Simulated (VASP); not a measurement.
Consider the following.

```yaml
crystal:
  lattice:
    - [5.19590, 2.58661, 2.58661]
    - [2.58661, 5.19590, 2.58661]
    - [2.58661, 2.58661, 5.19590]
  atoms:
    - { symbol: Mn, position: [0.00000, 0.00000, 0.00000], spin: 4.3 }
    - { symbol: Mn, position: [0.50000, 0.50000, 0.50000], spin: -4.3 }
    - { symbol: S, position: [0.25000, 0.25000, 0.25000] }
    - { symbol: S, position: [0.75000, 0.75000, 0.75000] }
```

Level of theory: SCAN meta-GGA, VASP's PBE PAW potentials (set 64) (plane waves; VASP). Numerical set-up: 520 eV cut-off, 7×7×7 Γ-centred mesh, Gaussian smearing of 0.050 eV, potentials Mn_pv S.

Problem. Give the stress tensor in GPa (positive for a compressed cell).

Solution. 
```
-2.39   0.00   0.00
 0.00  -2.39   0.00
 0.00   0.00  -2.39
```
The pressure is its mean diagonal, -2.39 GPa.

The compound is MnS in the rock salt, AFM-II order structure. This cell is one point of a volume scan, at 1.03 of the reference volume.
